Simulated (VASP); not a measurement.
Input:

```
BaO
1.0
    0.00000     2.63542     2.63542
    2.63542     0.00000     2.63542
    2.63542     2.63542     0.00000
Ba O
1 1
Cartesian
  0.00000   0.00000   0.00000
  2.63542   2.63542   2.63542
```

The numbers are results of PBE GGA, VASP's PBE PAW potentials (set 64) (plane waves; VASP), not measurements. Settings: 600 eV cut-off, 8×8×8 Γ-centred mesh, Gaussian smearing of 0.050 eV, potentials Ba_sv O.

Unless said otherwise, spin-orbit coupling is left out, though it shifts the bands of the heavy elements here.

Problem. What does the run give for the energy per atom (σ→0), pressure, band gap (on the k-mesh) with the smallest direct gap where there is one?

Solution. 
```json
{
  "band gap (on the k-mesh)": "1.33 eV",
  "smallest direct gap (on the k-mesh)": "1.33 eV",
  "energy per atom (σ→0)": "-550.3 kJ/mol-atom",
  "pressure": "20.04 GPa"
}
```

Total energies compare only between runs with the same potentials, cut-off and functional.

The compound is BaO in the rock salt structure. It was relaxed first under an external pressure of 20 GPa.
